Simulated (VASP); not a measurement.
```xyz
2
Lattice="0.0000 3.3452 3.3452 3.3452 0.0000 3.3452 3.3452 3.3452 0.0000" Properties=species:S:1:pos:R:3 pbc="T T T"
Cd     0.0000     0.0000     0.0000
Te     1.6726     1.6726     1.6726
```

Level of theory: HSE06 screened hybrid, VASP's PBE PAW potentials (set 64) (plane waves; VASP). Run with 520 eV cut-off, 6×6×6 Γ-centred mesh, Gaussian smearing of 0.050 eV, potentials Cd Te.

Unless said otherwise, spin-orbit coupling is left out, though it shifts the bands of the heavy elements here.

Q: Estimate the energy per atom (σ→0), pressure, band gap (on the k-mesh) with the smallest direct gap where there is one.

A: 
| Item | Result |
|---|---|
| band gap (on the k-mesh) | 1.25 eV |
| smallest direct gap (on the k-mesh) | 1.25 eV |
| energy per atom (σ→0) | -3014 meV/atom |
| pressure | -2.04 GPa |

Only differences to runs with the same potentials and settings are physical.

The compound is CdTe in the zinc blende structure. This cell is one point of a volume scan, at 1.03 of the reference volume. The cell's shape comes from a PBE relaxation.
